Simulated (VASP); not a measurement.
# Cl3In in VASP: reference runs

Aim: a first look at Cl3In with PBE, on the cell as given.

Everything below comes from runs of VASP 6.6.1. Logs are shortened: lines on timing, memory, paths and dates and some standing lists are left out, and cuts for length are marked.

### 1 Starting point

The cell holds a molecule in a box, 4 atoms: a = 11.000 Å, b = 13.000 Å, c = 13.000 Å, α = 90.00°, β = 90.00°, γ = 90.00°.

### 2 Single point, PBE

INCAR reads:

```
  PREC = Accurate
  ENCUT = 520
  EDIFF = 1E-7
  ISMEAR = 0
  SIGMA = 0.01
  LREAL = False
  LASPH = True
  NELM = 80
  ALGO = Normal
  ISIF = 2
  LWAVE = False
  LCHARG = False
  GGA = PE
  NBANDS = 25
```

KPOINTS reads:

```
Automatic mesh
0
Gamma
  1 1 1
```

POSCAR reads:

```
InCl3
1.0
   11.0000000000      0.0000000000      0.0000000000
    0.0000000000     13.0000000000      0.0000000000
    0.0000000000      0.0000000000     13.0000000000
Cl In
3 1
Direct
    0.4716500000      0.5635346200      0.6498000000
    0.5824500000      0.3707115400      0.4321923100
    0.4199136400      0.6325192300      0.3554307700
    0.4914045500      0.5222807700      0.4791153800
```

Potentials or basis: VASP PAW PBE potentials, release 64 (Cl, In_d).

Started as:

```bash
$ cat potpaw_PBE.64/Cl/POTCAR potpaw_PBE.64/In_d/POTCAR > POTCAR
$ mpirun -np 1 vasp_gam > vasp.out
```

OUTCAR:

```text
PREC = Accurate
   ENCUT = 520
   EDIFF = 1E-7
   ISMEAR = 0
   LREAL = False
   LASPH = True
   NELM = 80
   ISIF = 2
   GGA = PE

 ion  position               nearest neighbor table
   1  0.472  0.564  0.650-   4 2.29
   2  0.582  0.371  0.432-   4 2.29
   3  0.420  0.633  0.355-   4 2.29
   4  0.491  0.522  0.479-   3 2.29   2 2.29   1 2.29

  LATTYP: Found a simple tetragonal cell.
 ALAT       =    13.0000000000
 C/A-ratio  =     0.8461538462

  Lattice vectors:

 A1 = (   0.0000000000,  13.0000000000,   0.0000000000)
 A2 = (   0.0000000000,   0.0000000000,  13.0000000000)
 A3 = (  11.0000000000,   0.0000000000,   0.0000000000)

Analysis of symmetry for initial positions (statically):
=====================================================================
 Subroutine PRICEL returns:
 Original cell was already a primitive cell.

 Routine SETGRP: Setting up the symmetry group for a
 simple tetragonal supercell.

 Subroutine GETGRP returns: Found  1 space group operations
 (whereof  1 operations were pure point group operations)
 out of a pool of 16 trial point group operations.

The static configuration has the point symmetry C_1 .

Analysis of symmetry for dynamics (positions and initial velocities):
=====================================================================
 Subroutine PRICEL returns:
 Original cell was already a primitive cell.

 Routine SETGRP: Setting up the symmetry group for a
 simple tetragonal supercell.

 Subroutine GETGRP returns: Found  1 space group operations
 (whereof  1 operations were pure point group operations)
 out of a pool of 16 trial point group operations.

The dynamic configuration has the point symmetry C_1 .

 Subroutine INISYM returns: Found  1 space group operations
 (whereof  1 operations are pure point group operations),
 and found     1 'primitive' translations

----------------------------------------------------------------------------------------

                                     Primitive cell

  volume of cell :    1859.0000

  direct lattice vectors                    reciprocal lattice vectors
    11.000000000  0.000000000  0.000000000     0.090909091  0.000000000  0.000000000
     0.000000000 13.000000000  0.000000000     0.000000000  0.076923077  0.000000000
     0.000000000  0.000000000 13.000000000     0.000000000  0.000000000  0.076923077

  length of vectors
    11.000000000 13.000000000 13.000000000     0.090909091  0.076923077  0.076923077
[... 61 lines left out ...]
   EDIFF  = 0.1E-06   stopping-criterion for ELM
   LREAL  =      F    real-space projection
   EDIFFG = 0.1E-05   stopping-criterion for IOM
   NSW    =      0    number of steps for IOM
   IBRION =     -1    ionic relax: 0-MD 1-quasi-New 2-CG
   NFREE  =      0    steps in history (QN), initial steepest desc. (CG)
   ISIF   =      2    stress and relaxation
   ISYM   =      2    0-nonsym 1-usesym 2-fastsym
   POTIM  = 0.5000    time-step for ionic-motion
   TEBEG  =    0.0;   TEEND  =   0.0 temperature during run
   PSTRESS=    0.0 pullay stress
   NELECT =      34.0000    total number of electrons
   NUPDOWN=      -1.0000    fix difference up-down
   EMIN   =  10.00;   EMAX   =-10.00  energy-range for DOS
   EFERMI =   0.00;   METHOD = LEGACY
   ISMEAR =     0;   SIGMA  =   0.01  broadening in eV -4-tet -1-fermi 0-gaus
   EFERMI_NEDOS =   21; number of points for ismear=-14 and -15
   IALGO  =     38    algorithm
   IMIX   =      4    mixing-type and parameters
     AMIX     =   0.40;   BMIX     =  1.00
     AMIX_MAG =   1.60;   BMIX_MAG =  1.00
  volume/ion in A,a.u.               =     464.75      3136.29
  Fermi-wavevector in a.u.,A,eV,Ry     =   0.431328  0.815092  2.531284  0.186044
  Thomas-Fermi vector in A             =   1.400419
   LORBIT       =      0    0 simple, 1 ext, 2 COOP (PROOUT), +10 PAW based schemes
   GGA     = PE    functional components
   LHFCALC =     F    Hartree Fock is set to
   AEXX    =    0.0000 exact exchange contribution
   IVDW    =     0    specifies the selected vdW correction
   LEPSILON=     F    determine dielectric tensor
   LRPA    =     F    only Hartree local field effects (RPA)
 non-spin polarized calculation
 Gauss-broadening in eV      SIGMA  =   0.01
  energy-cutoff  :      520.00
  volume of cell :     1859.00
 maximum number of plane-waves:     25047
 NGX is ok and might be reduce to    84
   NGX = 41   NGY = 49   NGZ = 49

 number of electron      34.0000003 magnetization

 Free energy of the ion-electron system (eV)
  ---------------------------------------------------
  ext. energy  EPLUGINS =         0.00000000
  ---------------------------------------------------
  free energy    TOTEN  =       -11.55363277 eV

  energy without entropy =      -11.55363277  energy(sigma->0) =      -11.55363277

 E-fermi :  -7.5065     XC(G=0):  -0.9627

 val. band max:       -7.5622003418   @ k =   0.0000   0.0000   0.0000
 cond. band min:      -3.2919422071   @ k =   0.0000   0.0000   0.0000
 fundamental gap:      4.2702581347
 Fermi energy:        -7.5065247371

 k-point     1 :       0.0000    0.0000    0.0000
  band No.  band energies     occupation
      1     -21.1105      2.00000
      2     -21.0556      2.00000
      3     -21.0546      2.00000
      4     -20.2129      2.00000
      5     -20.2127      2.00000
      6     -19.5325      2.00000
[... 17 lines left out ...]
     24       0.9459      0.00000
     25       1.1243      0.00000

------------------------ aborting loop because EDIFF is reached ----------------------------------------

  FORCE on cell =-STRESS in cart. coord.  units (eV):
  Direction    XX          YY          ZZ          XY          YZ          ZX
  --------------------------------------------------------------------------------------
  -------------------------------------------------------------------------------------
  Total        0.2038791      0.8721212      1.1106628     -0.4786192      0.0123827      0.0255173
  in kB        0.1757130      0.7516368      0.9572236     -0.4124975      0.0106720      0.0219921
  external PRESSURE =       0.6281912 kB  Pullay stress =       0.0000000 kB

 VOLUME and BASIS-vectors are now :
 -----------------------------------------------------------------------------
  energy-cutoff  :      520.00
  volume of cell :     1859.00
      direct lattice vectors                 reciprocal lattice vectors
    11.000000000  0.000000000  0.000000000     0.090909091  0.000000000  0.000000000
     0.000000000 13.000000000  0.000000000     0.000000000  0.076923077  0.000000000
     0.000000000  0.000000000 13.000000000     0.000000000  0.000000000  0.076923077

 POSITION                                       TOTAL-FORCE (eV/Angst)
 -----------------------------------------------------------------------------------
      5.18815      7.32595      8.44740        -0.031491      0.078587      0.324094
      6.40695      4.81925      5.61850         0.149852     -0.291241     -0.090771
      4.61905      8.22275      4.62060        -0.116413      0.211044     -0.237105
      5.40545      6.78965      6.22850        -0.001948      0.001610      0.003783
 -----------------------------------------------------------------------------------
    total drift:                                0.000086     -0.000465      0.000247

  FREE ENERGIE OF THE ION-ELECTRON SYSTEM (eV)
  ---------------------------------------------------
  free  energy   TOTEN  =       -11.5536327671 eV

  energy  without entropy=      -11.5536327671  energy(sigma->0) =      -11.55363277
```

Wall time 2.6 min (1 thread of Intel Xeon Platinum 8488C (Sapphire Rapids), shared host); peak memory 1.3 GiB.

What came out:

| Item | Value |
| --- | --- |
| Free energy | -11.5536 eV |
| Largest force | 0.340 eV/Å |
| Gap between the frontier levels | 4.27 eV |

Forces on the atoms (eV/Å):
```
Cl  -0.031  0.079  0.324
Cl   0.150 -0.291 -0.091
Cl  -0.116  0.211 -0.237
In  -0.002  0.002  0.004
```

Caveat: spin-orbit coupling is left out, which moves the levels of the heavy elements. A hybrid or GW would open this gap; PBE tends to underestimate it.
